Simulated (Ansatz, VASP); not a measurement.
LiY3: VASP and Ansatz over several settings

```
Y Li
1.0
     0.00000    3.89985    3.89985
     3.89985    0.00000    3.89985
     3.89985    3.89985    0.00000
Y Li
3 1
Cartesian
  3.8999 3.8999 3.8999
  5.8498 5.8498 5.8498
  1.9499 1.9499 1.9499
  0.0000 0.0000 0.0000
```

The cell comes from a database or a generator and needn't be the stable form of this composition.

Single points on this cell with VASP 6.6.1 and Ansatz 0.2.0. Each row is one pair of runs. Alike in all rows: spin: off; k mesh: 6 × 6 × 6; smearing: fermi-dirac, width 0.05 eV; VASP's potentials, cutoff: VASP PAW PBE potentials, release 64 (Y_sv, Li_sv), 520 eV.

```tsv
level	Ansatz's potentials, cutoff	gap on the k mesh at the Fermi level (eV), VASP	gap on the k mesh at the Fermi level (eV), Ansatz
PBE	Ansatz PAW, 420 eV	none	none
PBE	Ansatz PAW earlier set, 780 eV	none	none
PBE	JTH PAW, 1170 eV	none	none
PBE	SPMS NC, 707 eV	none	none
PBE	PseudoDojo standard (PBE files), 1007 eV	none	none
PBE	PseudoDojo stringent (PBE files), 1306 eV	none	none
PBE	Ansatz NC, 1034 eV	none	none
```

A gap of «none» marks a metal or a gap that the smearing closes.
